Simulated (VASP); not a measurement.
# Sc2InSb3 in VASP: further runs, part 2 of 2

VASP 6.6.1. The steps go on from the part before.

## (4) Relaxation of cell and atoms, PBE

This run uses another cell than the first one, of 31.51 Å³/atom, 1.198 times its volume.

INCAR reads:

```
SYSTEM = Sc2InSb3
PREC     = Normal         ! precision mode
ENCUT    = 520            ! plane-wave cutoff, eV
EDIFF    = 1E-4           ! SCF threshold, eV
ISMEAR   = 0              ! smearing method
SIGMA    = 0.15           ! smearing width, eV
LREAL    = .False.        ! projectors in reciprocal space
LASPH    = .True.         ! aspherical terms in the spheres
NELM     = 60             ! most SCF steps
ALGO     = Fast           ! electronic algorithm
ISIF     = 3              ! what is computed and relaxed
LWAVE    = .False.        ! write WAVECAR
LCHARG   = .False.        ! write CHGCAR
GGA      = PE             ! functional
IBRION   = 2              ! ionic algorithm
NSW      = 24             ! ionic steps
EDIFFG   = -0.08          ! ionic threshold
```

KPOINTS reads:

```
regular mesh
0
Gamma
  4 4 3
  0 0 0
```

POSCAR reads:

```
Sc2InSb3
1.0
    5.6707883700      0.0000000000      0.0000000000
   -2.8353941900      4.9110467900      0.0000000000
    0.0000000000      0.0000000000      6.7880260300
Sc In Sb
2 1 3
Direct
    0.0000000000      0.0000000000      0.2209612600
    0.0000000000      0.0000000000      0.7790387400
    0.0000000000      0.0000000000      0.5000000000
    0.2871886600      0.0000000000      0.0000000000
    0.0000000000      0.2871886600      0.0000000000
    0.7128113400      0.7128113400      0.0000000000
```

Potentials or basis: VASP PAW PBE potentials, release 64 (Sc_sv, In_d, Sb).

Run with:

```
cat potpaw_PBE.64/Sc_sv/POTCAR potpaw_PBE.64/In_d/POTCAR potpaw_PBE.64/Sb/POTCAR > POTCAR
mpirun -np 1 vasp_std > vasp.out
```

OUTCAR:

```text
SYSTEM = Sc2InSb3
   PREC = Normal
   ENCUT = 520
   EDIFF = 1E-4
   ISMEAR = 0
   LREAL = .False.
   LASPH = .True.
   NELM = 60
   ISIF = 3
   GGA = PE
   IBRION = 2
   NSW = 24
   EDIFFG = -0.08

 ion  position               nearest neighbor table
   1  0.000  0.000  0.221-   3 1.89   6 2.21   4 2.21   5 2.21   2 3.00
   2  0.000  0.000  0.779-   3 1.89   6 2.21   4 2.21   5 2.21   1 3.00
   3  0.000  0.000  0.500-   1 1.89   2 1.89   6 3.76   6 3.76   4 3.76   4 3.76   5 3.76   5 3.76

   4  0.287  0.000  0.000-   1 2.21   2 2.21   6 2.82   5 2.82   5 3.52   6 3.52   6 3.52   5 3.52
                             3 3.76   3 3.76
   5  0.000  0.287  0.000-   1 2.21   2 2.21   6 2.82   4 2.82   6 3.52   4 3.52   4 3.52   6 3.52
                             3 3.76   3 3.76
   6  0.713  0.713  0.000-   1 2.21   2 2.21   4 2.82   5 2.82   5 3.52   4 3.52   4 3.52   5 3.52
[... 834 lines left out ...]
  FREE ENERGIE OF THE ION-ELECTRON SYSTEM (eV)
  ---------------------------------------------------
  free  energy   TOTEN  =        -9.1121894602 eV

  energy  without entropy=       -8.9747723795  energy(sigma->0) =       -9.04348092

[... ionic steps 4 to 20 ...]

--------------------------------------- Ionic step       21  -------------------------------------------

 number of electron      50.0000232 magnetization

------------------------ aborting loop because EDIFF is reached ----------------------------------------
[... 75 lines left out ...]
--------------------------------------- Ionic step       23  -------------------------------------------

 number of electron      50.0000233 magnetization

 Free energy of the ion-electron system (eV)
  ---------------------------------------------------
  ext. energy  EPLUGINS =         0.00000000
  ---------------------------------------------------
  free energy    TOTEN  =       -25.65557825 eV

  energy without entropy =      -25.59079727  energy(sigma->0) =      -25.62318776

 E-fermi :   2.0428     XC(G=0):  -6.8190

 val. band max:        2.0081208341   @ k =   0.2500   0.2500   0.0000
 cond. band min:       2.0953682151   @ k =   0.2500   0.2500   0.3333
 fundamental gap:      0.0872473810
 Fermi energy:         2.0428181333
[... 295 lines left out ...]
  FREE ENERGIE OF THE ION-ELECTRON SYSTEM (eV)
  ---------------------------------------------------
  free  energy   TOTEN  =       -25.6555782539 eV

  energy  without entropy=      -25.5907972726  energy(sigma->0) =      -25.62318776

 reached required accuracy - stopping structural energy minimisation
```

OSZICAR:

```text
N       E                     dE             d eps       ncg     rms          rms(c)
DAV:   1     0.746479402919E+03    0.74648E+03   -0.21983E+04   480   0.161E+03
DAV:   2     0.873138484060E+02   -0.65917E+03   -0.64389E+03   552   0.577E+02
DAV:   3     0.127640637453E+01   -0.86037E+02   -0.83660E+02   764   0.246E+02
[... 494 lines left out ...]
RMM:   2    -0.256544280120E+02   -0.16119E-02   -0.10592E-01   598   0.273E+00    0.186E-01
RMM:   3    -0.256554002134E+02   -0.97220E-03   -0.20278E-02   630   0.114E+00    0.102E-01
RMM:   4    -0.256554477484E+02   -0.47535E-04   -0.28743E-03   590   0.476E-01    0.535E-02
RMM:   5    -0.256555431617E+02   -0.95413E-04   -0.13313E-03   445   0.253E-01    0.240E-02
RMM:   6    -0.256555782539E+02   -0.35092E-04   -0.44472E-04   356   0.185E-01
  23 F= -.25655578E+02 E0= -.25623188E+02  d E =-.582499E-02
```

CONTCAR:

```text
Sc2InSb3
   1.00000000000000
     5.9832674561737393   -0.0000000000944615    0.0000000000000000
    -2.9916337334441909    5.1816616170090004   -0.0000000000000000
     0.0000000000000000   -0.0000000000000000    9.4673051412833384
  Sc              In              Sb
     2     1     3
Direct
     0.0000000000000000    0.0000000000000000    0.1738310461527812
     0.0000000000000000    0.0000000000000000    0.8261689538472188
     0.0000000000000000    0.0000000000000000    0.5000000000000000
     0.4003552784279495    0.9999999999867024    0.0000000000000000
     0.9999999999981756    0.4003552784508961    0.0000000000000000
     0.5996447215738748    0.5996447215624017    0.0000000000000000

  0.00000000E+00  0.00000000E+00  0.00000000E+00
  0.00000000E+00  0.00000000E+00  0.00000000E+00
  0.00000000E+00  0.00000000E+00  0.00000000E+00
  0.00000000E+00  0.00000000E+00  0.00000000E+00
  0.00000000E+00  0.00000000E+00  0.00000000E+00
  0.00000000E+00  0.00000000E+00  0.00000000E+00
```

Run time: 17 min. Hardware: 1 thread of Intel Xeon Platinum 8488C (Sapphire Rapids), shared host; peak memory 0.24 GiB.

Results:

| Quantity | Value |
| --- | --- |
| Free energy | -25.6556 eV |
| Relaxed volume | 48.92 Å³/atom |
| Relaxed cell | a = 5.983 Å, b = 5.983 Å, c = 9.467 Å, α = 90.00°, β = 90.00°, γ = 120.00° |
| Space group after relaxing (to 0.05 Å) | P-62m (No. 189) |
| Energy gained by relaxing | 4076.7 meV/atom |
| Ionic steps | 23 |
| Pressure after relaxing | -0.1 GPa |
| Largest force after relaxing | 0.070 eV/Å |
| Band gap on the k mesh | none (metal or under the smearing width) |

Forces in eV/Å, atoms in the order of the input:
```
Sc   0.000  0.000  0.039
Sc   0.000  0.000 -0.039
In   0.000  0.000  0.000
Sb   0.070  0.000  0.000
Sb  -0.035  0.060  0.000
Sb  -0.035 -0.060  0.000
```

Stress tensor (GPa, compression positive):
```
-0.04  0.00  0.00
 0.00 -0.04  0.00
 0.00  0.00 -0.22
```

The path:
```csv
step,energy change (eV),largest force (eV/Å),pressure (GPa),volume (Å³)
1,0.0000,13.5484,54.41,189.04
2,90.8034,1.1655,-0.42,614.94
3,-7.9166,1.1782,-5.04,559.26
4,-19.3549,1.6442,-5.16,470.56
5,-22.1061,2.4945,2.73,288.59
6,-22.8757,2.0428,-4.79,357.26
7,-23.0326,2.3659,-0.99,331.24
8,-23.0272,2.3396,-1.77,335.27
9,-23.9563,0.8583,-1.23,312.94
10,-24.1467,0.6087,-0.46,300.70
11,-24.1569,0.6618,-0.18,297.18
12,-24.2190,0.5255,-0.07,293.57
13,-24.3018,0.2435,0.37,282.91
14,-24.3542,0.3774,0.15,285.03
15,-24.3745,0.5134,-0.02,286.69
16,-24.3769,0.5673,-0.09,287.33
17,-24.4174,0.2899,0.15,287.13
18,-24.4322,0.1505,0.33,286.96
19,-24.4262,0.3786,0.72,286.59
20,-24.4357,0.2279,0.43,286.85
21,-24.4539,0.1074,-0.21,295.29
22,-24.4542,0.1211,-0.18,294.56
23,-24.4600,0.0697,-0.10,293.52
```

Final structure:
```xyz
6
Lattice="5.9833 0.0000 0.0000 -2.9916 5.1817 0.0000 0.0000 0.0000 9.4673" Properties=species:S:1:pos:R:3 pbc="T T T"
Sc    0.0000    0.0000    1.6457
Sc    0.0000    0.0000    7.8216
In    0.0000    0.0000    4.7337
Sb   -0.5962    5.1817    0.0000
Sb    4.7856    2.0745    0.0000
Sb    1.7939    3.1072    0.0000
```

Levels at points of the mesh, in eV from the Fermi level:
```csv
k point,band 23,band 24,band 25,band 26,band 27,band 28
"(0.00, 0.00, 0.00)",-0.70,-0.70,-0.42,0.67,0.76,0.76
"(0.50, 0.00, 0.00)",-0.81,-0.27,-0.20,-0.15,0.67,0.70
```

Caveat: the volume moved by over 15 % at a fixed basis, so the end points are rough; the relaxation stopped at a loose force limit of 0.08 eV/Å, so its end isn't a converged minimum.

## (5) The runs side by side

| k mesh | mesh quality | gap on the mesh (eV) | pressure (GPa) | relaxed volume (Å³/atom) | largest force (eV/Å) |
| --- | --- | --- | --- | --- | --- |
| 3 × 3 × 4 | coarse | none | 0.1 | 28.05 | - |
| 5 × 5 × 2 | not flagged | none | 0.2 | 26.90 | 0.03 |
| 4 × 4 × 3 | not flagged | none | -0.1 | 48.92 | 0.07 |

Alike in all rows: task relaxation of cell and atoms; level PBE; potentials or basis VASP PAW PBE potentials, release 64 (Sc_sv, In_d, Sb); no spin polarisation; cell relaxed; cutoff (eV) 520; smearing gaussian 0.15 eV.

Caveats: some runs use coarse meshes; the relaxation stopped at a loose force limit of 0.08 eV/Å, so its end isn't a converged minimum; the volume moved by over 15 % at a fixed basis, so the end points are rough (some runs).

Absolute energies hang on the potentials; compare differences alone.
